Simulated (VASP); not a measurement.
Consider the following.

```yaml
crystal:
  lattice:
    - [0.00000, 2.23111, 2.23111]
    - [2.23111, 0.00000, 2.23111]
    - [2.23111, 2.23111, 0.00000]
  atoms:
    - { symbol: Hf, position: [0.00000, 0.00000, 0.00000] }
    - { symbol: N, position: [0.50000, 0.50000, 0.50000] }
```

These are LDA (Ceperley-Alder, Perdew-Zunger), VASP's LDA PAW potentials (set 64) (plane waves; VASP 6.6.1) values and carry that method's errors. Numerical set-up: 520 eV cut-off, 16×16×16 Γ-centred mesh, tetrahedra with Blöchl corrections, potentials Hf_pv N.

Unless said otherwise, spin-orbit coupling is left out, though it shifts the bands of the heavy elements here.

Task: Estimate the energy per atom (σ→0), band gap (on the k-mesh) with the smallest direct gap where there is one.

Result: 
```json
{
 "band gap (on the k-mesh)": "none (metal, semimetal or under 0.01 eV)",
 "energy per atom (σ→0)": "-11.935 eV/atom"
}
```

The structure comes from a computed database's HfN entry (Fm-3m); how it stands against other phases isn't given here. It was relaxed first. The electron count is odd and the run is not spin-polarised, which forces a metal.
